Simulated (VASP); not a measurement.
Mg6SnMo: single point with revTPSS

Mg6SnMo:

```
Sn Mo Mg
1.0
     4.95636    0.00000    0.00000
     0.00000    3.13079    5.32723
     0.00000   -3.13079    5.32723
Sn Mo Mg
1 1 6
Direct
  0.00000 0.82486 0.82486
  0.50000 0.66615 0.66615
  0.50000 0.16577 0.16577
  0.50000 0.66400 0.17353
  0.50000 0.17353 0.66400
  0.00000 0.33372 0.33372
  0.00000 0.82492 0.34704
  0.00000 0.34704 0.82492
```

The cell comes from a database or a generator and needn't be the stable form of this composition.

| Item | Value |
| --- | --- |
| Program | VASP 6.6.1 |
| Task | single point |
| Functional | revTPSS |
| Potentials or basis | VASP PAW PBE potentials, release 54 (Sn_d, Mo_sv, Mg) |
| Cutoff | 520 eV |
| k mesh | 6 × 5 × 5 |
| Occupations | tetrahedron |
| Spin | no spin polarisation |

```json
{
 "Pressure": "-1.6 GPa",
 "Largest force": "0.091 eV/Å",
 "Band gap on the k mesh": "none (metal or under the smearing width)"
}
```

Forces in eV/Å, atoms in the order of the input:
```
Sn   0.000  0.000 -0.091
Mo   0.000  0.000  0.088
Mg   0.000  0.000 -0.025
Mg   0.000  0.044 -0.001
Mg   0.000 -0.044 -0.001
Mg   0.000  0.000 -0.008
Mg   0.000 -0.040  0.019
Mg   0.000  0.040  0.019
```

Stress tensor (GPa, compression positive):
```
-1.43  0.00  0.00
 0.00 -1.94  0.00
 0.00  0.00 -1.49
```

Levels at points of the mesh, in eV from the Fermi level:
| k point | band 17 | band 18 | band 19 | band 20 | band 21 | band 22 | band 23 | band 24 |
| --- | --- | --- | --- | --- | --- | --- | --- | --- |
| (0.00, 0.00, 0.00) | -1.87 | -1.09 | -0.82 | -0.60 | 0.37 | 0.46 | 1.51 | 2.57 |
| (0.50, 0.00, 0.00) | -1.33 | -1.29 | -1.19 | -0.71 | -0.35 | -0.33 | -0.28 | 1.25 |

Run time: 11 min on 1 thread of Intel(R) Xeon(R) Platinum 8259CL CPU @ 2.50GHz (Skylake/Cascade Lake) (shared host), peak memory 0.43 GiB.

Caveat: the PAW data sets were made with another functional, which shifts forces and pressure a little; tetrahedron occupations give inexact forces and stress in metals.
